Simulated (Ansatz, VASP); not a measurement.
# Cross-check of La2O3 between VASP and Ansatz, part 2 of 2

Wanted: the spread between two codes on one cell, functional and k mesh. The cell is taken from a series of runs on this material, whose earlier steps may have relaxed, scaled, displaced or heated it; both programs get it as it stands.

VASP 6.6.1 and Ansatz 0.2.0.

So far: The starting structure; VASP: zone-centre phonons, r2SCAN.

### Step 3. Ansatz: zone-centre phonons, r2SCAN

Level of this step: Ansatz beside VASP: Kohn-Sham DFT, plane waves, r2SCAN (Ansatz).

Ansatz runs on its PAW soft_1 files.

The same cell, functional and mesh now go to Ansatz, which takes its cutoff from its data sets.

The input, input.yaml:

```yaml
crystal:
  lattice:
    - [3.9351743844, 0.0, 0.0]
    - [-1.9675871922, 3.4079609852, 0.0]
    - [0.0, 0.0, 6.1255704658]
  atoms:
    - { symbol: La, position: [0.6666666667, 0.3333333333, 0.7538791111] }
    - { symbol: La, position: [0.3333333333, 0.6666666667, 0.2461208889] }
    - { symbol: O, position: [0.6666666667, 0.3333333333, 0.3538775732] }
    - { symbol: O, position: [0.3333333333, 0.6666666667, 0.6461224268] }
    - { symbol: O, position: [0.0, 0.0, 0.0] }
kpoints:
  mp_grid: { grid: [6, 6, 4] }
hamiltonian:
  xc: r2scan
  pseudopotentials: { kind: paw, azcp: { folder: soft_1 } }
scf:
  occupations: { method: fixed }
output:
  eigenvalues: true
phonons:
  method: dfpt
  dielectric: true
  rigid_motions: translations
```

The run is started by

```
> ansatz run input.yaml --threads 4 --pin off --max-ram 15360MiB --backend cpu --events-out ev --progress --plain --runs-dir out
```

Numbers of over 12 decimals in the logs are rounded to 6 here.

Output:

```text
Engine: ansatz 0.2.0, aarch64-unknown-linux-gnu
Pseudopotentials: kind: paw
Pseudopotential: La, paw, valence charge 11, recommended cutoff 500 eV (meta_gga), soft_1/La.paw.azcp
Pseudopotential: O, paw, valence charge 6, recommended cutoff 500 eV (meta_gga), soft_1/O.paw.azcp
Functional definition: r2SCAN
  parameter k0 = 0.174
  parameter k1 = 0.065
  parameter a1 = 4.9479
  exchange = r2scan_x(k0 = k0, k1 = k1, a1 = a1)
  correlation = r2scan_c
Crystal: 5 atoms, lattice volume = 82.150 Å³
Basis set: ecut = 500 eV, 2069 PW (Γ), exchange–correlation on 180×180×270 points (216 copies of the dense FFT grid, shifted against one another)
Bands: 25, of which v1, the nominal top of the filled ones, is band 20 counted from 1 (19 counted from 0)
Symmetry: 12 space group operations
k-points: 47 of 144 (irreducible under 2 space group operations, time reversal used)
Non-local potential: La, projectors of the file, l = 0: 3, l = 1: 2, l = 2: 2, l = 3: 3
Non-local potential: O, projectors of the file, l = 0: 2, l = 1: 2, l = 2: 1
PAW form: soft (Blöchl's): semilocal exchange-correlation on the pseudo side does not see the compensation charge
PAW frozen core: La, regenerated for the run's functional (the file was generated under x = pbe(κ = 0.804, μ = 0.219515), c = pbe(β = 0.066725))
PAW frozen core: O, regenerated for the run's functional (the file was generated under x = pbe(κ = 0.804, μ = 0.219515), c = pbe(β = 0.066725))
PAW one-centre angular grid: La, 974 points (default); XC on 160 Gauss nodes
PAW one-centre angular grid: O, 302 points (default); XC on 160 Gauss nodes
Initial density: superposition of atomic densities (chi_scale 0.1, normalization cell, long waves kept (reshape's long-wave potential 0.03 eV rms))
Initial wavefunctions: pseudopotential atomic-orbital guess
Functional: x = r2scan, c = r2scan; τ floored in thin density (d = 2e-4 eV/Å³)
SCF iter   1: F=—  HF=-14245.664204 eV  |F-HF|=—  |Δ(HF+E_count)|=         —  Δρ=4.93e-2  dr2=1.64e0  dr2_τ=1.19e-1  ethr=3.10e-3  ⟨swp⟩=4.9  Hψ=4735  notcnv=0  defer=99
preconditioner: auto → Resta (q_TF=auto, 2.420 Å⁻¹)  ε∞=4.6  [insulator: Δε(μ)=3.720 eV  Ē_g=12.948 eV  n_scr=22 (ndim 8)  ℏωp=24.6 eV  f_vac=0.000  ε∞_Penn≈4.6]
SCF iter   2: F=—  HF=-14245.950914 eV  |F-HF|=—  |Δ(HF+E_count)|=   2.87e-1  Δρ=2.54e-2  dr2=6.81e-1  dr2_τ=3.36e-2  ethr=3.10e-3  ⟨swp⟩=4.0  Hψ=2458  notcnv=0  defer=100
SCF iter   3: F=—  HF=-14246.055480 eV  |F-HF|=—  |Δ(HF+E_count)|=   1.05e-1  Δρ=1.58e-2  dr2=2.04e-1  dr2_τ=1.38e-2  ethr=1.70e-3  ⟨swp⟩=2.2  Hψ=2024  notcnv=0  defer=100
SCF iter   4: F=—  HF=-14246.107321 eV  |F-HF|=—  |Δ(HF+E_count)|=   5.18e-2  Δρ=3.56e-3  dr2=1.16e-2  dr2_τ=5.87e-4  ethr=5.09e-4  ⟨swp⟩=4.9  Hψ=2578  notcnv=0  defer=133
SCF iter   5: F=—  HF=-14246.109418 eV  |F-HF|=—  |Δ(HF+E_count)|=   2.10e-3  Δρ=2.76e-3  dr2=5.18e-3  dr2_τ=5.60e-4  ethr=2.89e-5  ⟨swp⟩=4.1  Hψ=2317  notcnv=0  defer=136
SCF iter   6: F=—  HF=-14246.108558 eV  |F-HF|=—  |Δ(HF+E_count)|=   8.60e-4  Δρ=6.57e-4  dr2=3.66e-4  dr2_τ=2.96e-5  ethr=1.29e-5  ⟨swp⟩=3.2  Hψ=2180  notcnv=0  defer=136
SCF iter   7: F=—  HF=-14246.108603 eV  |F-HF|=—  |Δ(HF+E_count)|=   4.49e-5  Δρ=1.66e-4  dr2=2.12e-5  dr2_τ=1.56e-6  ethr=9.15e-7  ⟨swp⟩=2.1  Hψ=2178  notcnv=0  defer=136
SCF iter   8: F=—  HF=-14246.108606 eV  |F-HF|=—  |Δ(HF+E_count)|=   3.12e-6  Δρ=1.89e-5  dr2=3.43e-7  dr2_τ=1.55e-8  ethr=5.31e-8  ⟨swp⟩=2.0  Hψ=1843  notcnv=0  defer=130
SCF iter   9: F=—  HF=-14246.108605 eV  |F-HF|=—  |Δ(HF+E_count)|=   1.01e-6  Δρ=2.73e-6  dr2=7.34e-9  dr2_τ=2.94e-10  ethr=8.57e-10  ⟨swp⟩=2.0  Hψ=2022  notcnv=0  defer=114
SCF iter  10: F=—  HF=-14246.108605 eV  |F-HF|=—  |Δ(HF+E_count)|=   2.77e-9  Δρ=4.69e-7  dr2=1.68e-10  dr2_τ=1.11e-11  ethr=1.84e-11  ⟨swp⟩=2.0  Hψ=1999  notcnv=0  defer=114
SCF iter  11: F=-14246.108605 eV  HF=-14246.108605 eV  |F-HF|=1.09e-11  |Δ(HF+E_count)|=  5.46e-11  Δρ=1.29e-7  dr2=1.30e-11  dr2_τ=7.80e-13  ethr=1.00e-12  ⟨swp⟩=19.9  Hψ=9111  notcnv=0
SCF 1 converged in 11 iterations: F = -14246.108605 eV  dr2 = 1.30e-11
  greatest PAW one-centre occupation: 0.967 electrons in one spin orbital (limit 2), on the La atom at site 1 (counted from 0), in its partial waves of l = 0
DFPT response loops at Γ: preconditioner auto → Resta (q_TF=auto, 2.420 Å⁻¹)  ε∞=3.8 (no band partly filled); β = 1.00, the filter's whole step (`scf.mixing.beta` (0.50) is not read by the response loops at its default; to damp them type it under 1.00, their step now; it binds the ground state too); Broyden in place of MSR1
SCF converged after 11 iterations
Free energy (F): -14246.108605 eV
Harris-Foulkes:  -14246.108605 eV  (|F-HF|=1.09e-11)
Internal energy: -14246.108605 eV  (E = F + TS)
E sigma→0 (E₀):  -14246.108605 eV
Fermi energy:    9.322898 eV
--- Per-component energies (eV) ---
  E_band       = -36.918887
  E_kinetic    = 884.356774
  E_local      = -1499.603073  (includes V_loc(G=0)·N_el)
  E_nonlocal   = 326.422381
  E_hartree    = 561.284793
  E_xc         = -487.417859
  E_vxc        = -627.982015  (∫ρ·V_xc dr)
  E_paw        = -11370.599340  (= ΣΔE_a)
  E_vpaw       = -278.762605  (= ΣTr[D̂ρ^β])
  E_aug_tail   = 0.000785  (compensation charges beyond the density's cutoff)
  E_vtau       = 36.079186  (kinetic-family band-sum trace: ∫τ·v_τ [+ j·A + Jᵃ·Aᵃ] dr)
  E_ewald      = -2660.593689
  E_core_change = 0.040623  (= ΣΔE_core)
  E_smearing   = -0.000000  (= −TS)
  E_closure    = 0.000000  (closes the sum)
  Σ components = -14246.108605   (vs F -14246.108605, Δ=0.00e0)
--- Band table (eV; the first three rows and the last of 47) ---
  k-point 0: bands = [... 16 lower, 7.6774, 8.9382, 8.9382, 9.1999, 14.0754, 14.4119, 14.4119, 15.0459, ... 1 higher]
  k-point 1: bands = [... 16 lower, 8.0318, 8.9170, 8.9841, 8.9841, 14.2296, 14.4852, 14.4852, 15.0541, ... 1 higher]
  k-point 2: bands = [... 16 lower, 8.3259, 8.5518, 9.0359, 9.0359, 14.5020, 14.5539, 14.5539, 14.7961, ... 1 higher]
  k-point 46: bands = [... 16 lower, 8.6470, 8.7777, 8.9702, 9.0826, 13.8401, 14.5545, 14.8314, 15.0242, ... 1 higher]
--- Phonons (Γ-DFPT): 6 representative perturbations + reference, on 47 of 144 k-points (Σ response iterations 41) ---
  k mesh reduced under 2 symmetry operations, with k and −k counted as one. Each operation leaves every solved perturbation unchanged. A smaller set is not considered because the functional reads the kinetic-energy density
  ASR residual: 3.408e-4 → 0.000e0 eV/Å²; symmetrization residual: 3.048e-6 eV/Å²
  ASR residual per site (eV/Å²): 7.25e-6 7.25e-6 3.41e-4 3.41e-4 3.08e-4
  Γ frequencies (cm⁻¹): 0.00 0.00 0.00 102.23 102.23 186.25 186.25 188.90 190.26 357.91 357.91 391.48 391.48 391.89 441.46
  ε∞ (high-frequency dielectric tensor):
        4.486564    -0.000000     0.000000
        0.000000     4.486564    -0.000000
        0.000000     0.000000     4.371999
  ε⁰ (static dielectric tensor: ions relaxed, cell fixed):
       25.814963     0.000000     0.000000
        0.000000    25.814963     0.000000
        0.000000     0.000000    26.588633
  ε⁰ − ε∞ (ionic part):
       21.328399     0.000000     0.000000
        0.000000    21.328399     0.000000
        0.000000     0.000000    22.216634
  softest optical mode at Γ: 102.23 cm⁻¹; the repairs (sum rule, projections) moved no ω² at Γ by more than (2.56 cm⁻¹)²
  Born effective charges Z* (e; rows j = field, columns β = displacement):
    site 0:
         4.20808   -0.00000    0.00000
        -0.00000    4.20808   -0.00000
         0.00000    0.00000    3.81496
    site 1:
         4.20808   -0.00000    0.00000
         0.00000    4.20808    0.00000
         0.00000   -0.00000    3.81496
    site 2:
        -2.86073   -0.00000   -0.00000
         0.00000   -2.86073    0.00000
        -0.00000    0.00000   -2.52895
    site 3:
        -2.86073   -0.00000   -0.00000
        -0.00000   -2.86073   -0.00000
        -0.00000   -0.00000   -2.52895
    site 4:
        -2.69470    0.00000   -0.00000
        -0.00000   -2.69470    0.00000
        -0.00000    0.00000   -2.57203
  Z* charge neutrality: 5.861e-6 e pre-enforcement
  k-mesh period / interband length: 23.6 Å / 1.17 Å = 20.18 at k = (0.0000, 0.0000, 0.0000), direct gap 4.875 eV — 14 or more, which is no proof of convergence
  optical modes at Γ without the LO–TO term, one row a degenerate level:
      ω (cm⁻¹)  modes    IR ((D/Å)²/amu)
[...]
optical modes at Γ + LO–TO along q̂ = [1.0000, 0.0000, 0.0000]:
      ω (cm⁻¹)  modes    IR ((D/Å)²/amu)
[...]
optical modes at Γ + LO–TO along q̂ = [0.0000, 1.0000, 0.0000]:
      ω (cm⁻¹)  modes    IR ((D/Å)²/amu)
[...]
optical modes at Γ + LO–TO along q̂ = [0.0000, 0.0000, 1.0000]:
      ω (cm⁻¹)  modes    IR ((D/Å)²/amu)
        102.23      2             0.0000
        186.25      2            48.4802
        188.90      1             0.0000
        357.91      2            31.4307
        391.48      2             0.0000
        391.89      1             0.0000
        404.21      1             6.8006
        512.44      1            26.0183
```

### Step 4. Differences

Known differences besides the potentials themselves: VASP keeps PBE cores, Ansatz makes them for the functional; fixed occupations in Ansatz, narrow Gaussian smearing in VASP; the cutoff is 500 eV in Ansatz and 660 eV in VASP; VASP uses finite displacements, Ansatz perturbation theory. Total energies have different zeros and are not compared.

Compared:

```csv
quantity,Ansatz,VASP,difference
optical mode 1 to 2 (cm⁻¹),102.2,101.8,+0.43 %
optical mode 3 to 4 (cm⁻¹),186.2,184.9,+0.74 %
optical mode 5 (cm⁻¹),188.9,188.0,+0.47 %
optical mode 6 (cm⁻¹),190.3,188.6,+0.87 %
optical mode 7 to 8 (cm⁻¹),357.9,357.1,+0.24 %
optical mode 9 to 10 (cm⁻¹),391.5,390.9,+0.14 %
optical mode 11 (cm⁻¹),391.9,391.2,+0.16 %
optical mode 12 (cm⁻¹),441.5,440.4,+0.24 %
```

Modes are paired by rising frequency, not by their patterns, so a pair may set unlike modes beside each other; they are those without the splitting of longitudinal modes.

### Step 5. Summary of results

```
r.m.s. difference of the optical zone-centre modes, each program's sorted by frequency (zone-centre phonons, r2SCAN) : 0.96 cm⁻¹
difference in optical mode 6 (zone-centre phonons, r2SCAN)                                                           : +0.9 %
```

In words: The r.m.s. difference of the optical zone-centre modes, each program's sorted by frequency is 0.96 cm⁻¹ (zone-centre phonons, r2SCAN). Among the rows given in per cent, the largest difference of the zone-centre phonons, r2SCAN pair is in optical mode 6, +0.9 %. How closely two codes agree says nothing of how well the functional describes the real material.

[Lines on the potential files, build, host, timing and source positions are cut from VASP's logs without a mark.]

[Logs are printed without paths, hosts, clocks, repeated set-up lines and the standing remarks that a program may print on its own settings, such as how far it seeks lower states.]

[Hosts, paths, dates, database ids (printed as entryN), source tags and the programs' standing remarks are cut or masked in the printed files.]
